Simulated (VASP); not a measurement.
# Sr2C (Fm-3m) in VASP: settings compared, part 2 of 2

VASP 6.6.1. Earlier steps stand in the parts before.

## (3) Single point, PBE

INCAR reads:

```
PREC = Accurate
ENCUT = 520
EDIFF = 1E-6
ISMEAR = -1
SIGMA = 0.02
LREAL = False
LASPH = True
NELM = 100
ALGO = Normal
ISIF = 2
LWAVE = False
LCHARG = False
GGA = PE
NBANDS = 19
```

KPOINTS reads:

```
Automatic mesh
0
Gamma
  4 4 4
```

POSCAR reads:

```
Sr2C
1.0
    0.0000000000      3.3601424502      3.3601424502
    3.3601424502      0.0000000000      3.3601424502
    3.3601424502      3.3601424502      0.0000000000
C Sr
1 2
Direct
    0.0000000000      0.0000000000      0.0000000000
    0.2500000000      0.2500000000      0.2500000000
    0.7500000000      0.7500000000      0.7500000000
```

Potentials or basis: VASP PAW PBE potentials, release 64 (C, Sr_sv).

On the command line:

```bash
> cat potpaw_PBE.64/C/POTCAR potpaw_PBE.64/Sr_sv/POTCAR > POTCAR
> mpirun -np 1 vasp_std > vasp.out
```

OUTCAR:

```text
PREC = Accurate
   ENCUT = 520
   EDIFF = 1E-6
   ISMEAR = -1
   LREAL = False
   LASPH = True
   NELM = 100
   ISIF = 2
   GGA = PE

 ion  position               nearest neighbor table
   1  0.000  0.000  0.000-   2 2.91   3 2.91   3 2.91   3 2.91   3 2.91   2 2.91   2 2.91   2 2.91

   2  0.250  0.250  0.250-   1 2.91   1 2.91   1 2.91   1 2.91   3 3.36   3 3.36   3 3.36   3 3.36
                             3 3.36   3 3.36
   3  0.750  0.750  0.750-   1 2.91   1 2.91   1 2.91   1 2.91   2 3.36   2 3.36   2 3.36   2 3.36
                             2 3.36   2 3.36

  LATTYP: Found a face centered cubic cell.
 ALAT       =     6.7202849004

  Lattice vectors:

 A1 = (   0.0000000000,   3.3601424502,   3.3601424502)
 A2 = (   3.3601424502,   0.0000000000,   3.3601424502)
 A3 = (   3.3601424502,   3.3601424502,   0.0000000000)

Analysis of symmetry for initial positions (statically):
=====================================================================
 Subroutine PRICEL returns:
 Original cell was already a primitive cell.

 Routine SETGRP: Setting up the symmetry group for a
 face centered cubic supercell.

[... 148 lines left out ...]

  energy without entropy =      -10.62108419  energy(sigma->0) =      -10.62314822

 E-fermi :   2.9465     XC(G=0):  -9.1564

 val. band max:        2.9153143698   @ k =   0.5000   0.5000   0.0000
 cond. band min:       2.9500793763   @ k =   0.5000   0.5000   0.0000
 fundamental gap:      0.0347650065
 Fermi energy:         2.9465352014

 k-point     1 :       0.0000    0.0000    0.0000
  band No.  band energies     occupation
      1     -32.4011      2.00000
      2     -32.1314      2.00000
      3     -14.6526      2.00000
      4     -14.6526      2.00000
      5     -14.6526      2.00000
      6     -14.0029      2.00000
[... 153 lines left out ...]
      6     -14.3746      2.00000
[... 11 lines left out ...]
     18       7.1869      0.00000
     19       9.2386      0.00000

------------------------ aborting loop because EDIFF is reached ----------------------------------------

  FORCE on cell =-STRESS in cart. coord.  units (eV):
  Direction    XX          YY          ZZ          XY          YZ          ZX
  --------------------------------------------------------------------------------------
  -------------------------------------------------------------------------------------
  Total        0.1931683      0.1931683      0.1931683      0.0000000     -0.0000000      0.0000000
  in kB        4.0789020      4.0789020      4.0789020      0.0000000     -0.0000000      0.0000000
  external PRESSURE =       4.0789020 kB  Pullay stress =       0.0000000 kB

 VOLUME and BASIS-vectors are now :
 -----------------------------------------------------------------------------
  energy-cutoff  :      520.00
  volume of cell :       75.88
      direct lattice vectors                 reciprocal lattice vectors
     0.000000000  3.360142450  3.360142450    -0.148803215  0.148803215  0.148803215
     3.360142450  0.000000000  3.360142450     0.148803215 -0.148803215  0.148803215
     3.360142450  3.360142450  0.000000000     0.148803215  0.148803215 -0.148803215

 POSITION                                       TOTAL-FORCE (eV/Angst)
 -----------------------------------------------------------------------------------
      0.00000      0.00000      0.00000        -0.000000     -0.000000     -0.000000
      1.68007      1.68007      1.68007        -0.000000      0.000000      0.000000
      5.04021      5.04021      5.04021         0.000000     -0.000000     -0.000000
 -----------------------------------------------------------------------------------
    total drift:                                0.000000      0.000000      0.000000

  FREE ENERGIE OF THE ION-ELECTRON SYSTEM (eV)
  ---------------------------------------------------
  free  energy   TOTEN  =       -10.6252122542 eV

  energy  without entropy=      -10.6210841915  energy(sigma->0) =      -10.62314822
```

OSZICAR:

```text
N       E                     dE             d eps       ncg     rms          rms(c)
DAV:   1     0.125217086297E+03    0.12522E+03   -0.11684E+04   304   0.115E+03
DAV:   2    -0.259503302881E+01   -0.12781E+03   -0.12477E+03   350   0.250E+02
DAV:   3    -0.137528161126E+02   -0.11158E+02   -0.11114E+02   552   0.582E+01
DAV:   4    -0.139767906026E+02   -0.22397E+00   -0.22372E+00   421   0.815E+00
DAV:   5    -0.139824345161E+02   -0.56439E-02   -0.56436E-02   471   0.935E-01    0.192E+01
DAV:   6    -0.111695305368E+02    0.28129E+01   -0.37181E+01   338   0.138E+01    0.235E+01
DAV:   7    -0.106795929938E+02    0.48994E+00   -0.28330E+00   363   0.502E+00    0.135E+01
DAV:   8    -0.106269137215E+02    0.52679E-01   -0.36122E-01   337   0.291E+00    0.943E-01
DAV:   9    -0.106253379002E+02    0.15758E-02   -0.55798E-02   465   0.540E-01    0.500E-01
DAV:  10    -0.106264206325E+02   -0.10827E-02   -0.19298E-02   364   0.326E-01    0.383E-01
DAV:  11    -0.106255209270E+02    0.89971E-03   -0.15687E-02   418   0.244E-01    0.171E-01
DAV:  12    -0.106252156488E+02    0.30528E-03   -0.22172E-03   402   0.109E-01    0.411E-02
DAV:  13    -0.106252125181E+02    0.31307E-05   -0.59307E-05   345   0.316E-02    0.104E-02
DAV:  14    -0.106252122542E+02    0.26387E-06   -0.44723E-06   346   0.873E-03
   1 F= -.10625212E+02 E0= -.10623148E+02  d E =-.412806E-02
```

stdout:

```text
POSCAR found type information on POSCAR C Sr
 POSCAR found :  2 types and       3 ions
 scaLAPACK will be used
 LDA part: xc-table for (Slater+PW92), standard interpolation
 POSCAR, INCAR and KPOINTS ok, starting setup
 FFT: planning ... GRIDC
 FFT: planning ... GRID_SOFT
 FFT: planning ... GRID
 WAVECAR not read
 entering main loop
```

Run time: 17 s. Hardware: 1 thread of Intel Xeon Platinum 8559C (Emerald Rapids), shared host; peak memory 0.2 GiB.

Results:

| Quantity | Value |
| --- | --- |
| Free energy | -10.6252 eV |
| Pressure | 0.4 GPa |
| Band gap on the k mesh | none (metal or under the smearing width) |

Caveat: the k mesh is coarse (spacing up to 0.40 Å⁻¹), so the values aren't converged.

## (4) Single point, PBE

INCAR reads:

```
SYSTEM = Sr2C
PREC = Accurate
ENCUT = 520
EDIFF = 1E-7
ISMEAR = -1
SIGMA = 0.02
LREAL = .FALSE.
LASPH = .TRUE.
NELM = 100
ALGO = Fast
ISIF = 2
LWAVE = .FALSE.
LCHARG = .TRUE.
GGA = PE
LELF = .TRUE.
LVHAR = .TRUE.
NBANDS = 19
ISYM = 0
```

KPOINTS reads:

```
Automatic mesh
0
Gamma
  4 4 4
  0 0 0.5
```

POSCAR is that of step 3.

Potentials or basis: VASP PAW PBE potentials, release 64 (C, Sr_sv).

On the command line:

```bash
> cat potpaw_PBE.64/C/POTCAR potpaw_PBE.64/Sr_sv/POTCAR > POTCAR
> mpirun -np 1 vasp_std > vasp.out
```

OUTCAR:

```text
SYSTEM = Sr2C
   PREC = Accurate
   ENCUT = 520
   EDIFF = 1E-7
   ISMEAR = -1
   LREAL = .FALSE.
   LASPH = .TRUE.
   NELM = 100
   ISIF = 2
   GGA = PE
   ISYM = 0

 ion  position               nearest neighbor table
   1  0.000  0.000  0.000-   2 2.91   3 2.91   3 2.91   3 2.91   3 2.91   2 2.91   2 2.91   2 2.91

   2  0.250  0.250  0.250-   1 2.91   1 2.91   1 2.91   1 2.91   3 3.36   3 3.36   3 3.36   3 3.36
                             3 3.36   3 3.36
   3  0.750  0.750  0.750-   1 2.91   1 2.91   1 2.91   1 2.91   2 3.36   2 3.36   2 3.36   2 3.36
                             2 3.36   2 3.36

IMPORTANT INFORMATION: All symmetrisations will be switched off!
NOSYMM: (Re-)initialisation of all symmetry stuff for point group C_1.

----------------------------------------------------------------------------------------

                                     Primitive cell

  volume of cell :      75.8758

  direct lattice vectors                    reciprocal lattice vectors
     0.000000000  3.360142450  3.360142450    -0.148803215  0.148803215  0.148803215
     3.360142450  0.000000000  3.360142450     0.148803215 -0.148803215  0.148803215
     3.360142450  3.360142450  0.000000000     0.148803215  0.148803215 -0.148803215

[... 130 lines left out ...]
  free energy    TOTEN  =       -10.61460630 eV

  energy without entropy =      -10.61361941  energy(sigma->0) =      -10.61411286

 E-fermi :   3.0205     XC(G=0):  -9.1401

 val. band max:        2.9463104458   @ k =   0.5000   0.0000   0.3750
 cond. band min:       3.0922551540   @ k =   0.5000   0.0000   0.3750
 fundamental gap:      0.1459447081
 Fermi energy:         3.0204956247

 k-point     1 :       0.0000    0.0000    0.1250
  band No.  band energies     occupation
      1     -32.3760      2.00000
      2     -32.1267      2.00000
      3     -14.6278      2.00000
      4     -14.6195      2.00000
      5     -14.6195      2.00000
      6     -14.0344      2.00000
[... 505 lines left out ...]
      6     -14.2116      2.00000
[... 11 lines left out ...]
     18       7.5356      0.00000
     19       8.2875      0.00000

 [... further k-points ...]
[... 5 lines left out ...]
  --------------------------------------------------------------------------------------
  -------------------------------------------------------------------------------------
  Total        0.3642489      0.3642519      0.3642568      0.0000024      0.0000042     -0.0000084
  in kB        7.6914075      7.6914693      7.6915738      0.0000506      0.0000883     -0.0001776
  external PRESSURE =       7.6914836 kB  Pullay stress =       0.0000000 kB

 VOLUME and BASIS-vectors are now :
 -----------------------------------------------------------------------------
  energy-cutoff  :      520.00
  volume of cell :       75.88
      direct lattice vectors                 reciprocal lattice vectors
     0.000000000  3.360142450  3.360142450    -0.148803215  0.148803215  0.148803215
     3.360142450  0.000000000  3.360142450     0.148803215 -0.148803215  0.148803215
     3.360142450  3.360142450  0.000000000     0.148803215  0.148803215 -0.148803215

 POSITION                                       TOTAL-FORCE (eV/Angst)
 -----------------------------------------------------------------------------------
      0.00000      0.00000      0.00000         0.000002      0.000001     -0.000001
      1.68007      1.68007      1.68007        -0.000014      0.000009      0.000002
      5.04021      5.04021      5.04021         0.000012     -0.000010     -0.000001
 -----------------------------------------------------------------------------------
    total drift:                                0.000001     -0.000009     -0.000004

  FREE ENERGIE OF THE ION-ELECTRON SYSTEM (eV)
  ---------------------------------------------------
  free  energy   TOTEN  =       -10.6146063046 eV

  energy  without entropy=      -10.6136194059  energy(sigma->0) =      -10.61411286
```

Wall time 4.4 min (1 thread of Intel Xeon Platinum 8559C (Emerald Rapids), shared host); peak memory 0.33 GiB.

What came out:

| Property | Result |
| --- | --- |
| Free energy | -10.6146 eV |
| Pressure | 0.8 GPa |
| Band gap on the k mesh | 0.15 eV, direct |

A k mesh can miss the band edges. Expect the measured gap to be larger: semilocal functionals such as PBE lack the derivative discontinuity.

## (5) Overview

| level | k mesh | exchange at q = 0 | grid for exact exchange (PRECFOCK) | screening parameter | mesh quality | gap on the mesh (eV) | pressure (GPa) |
| --- | --- | --- | --- | --- | --- | --- | --- |
| HSE06 | 4 × 4 × 4 | truncated | Normal | 0.2079 1/A | not flagged | 0.37 | 0.4 |
| PBE | 4 × 4 × 4 | - | - | - | coarse | none | 0.4 |
| PBE | 4 × 4 × 4, shifted | - | - | - | not flagged | 0.15 | 0.8 |

Alike in all rows: task single point; potentials or basis VASP PAW PBE potentials, release 64 (C, Sr_sv); no spin polarisation; cell as given; cutoff (eV) 520; smearing fermi-dirac 0.02 eV.

Caveats: some runs use coarse meshes; the PAW data sets were made with another functional, which shifts forces and pressure a little (some runs).

Total energies depend on the potentials used, so only differences within one code and one set of settings carry meaning.
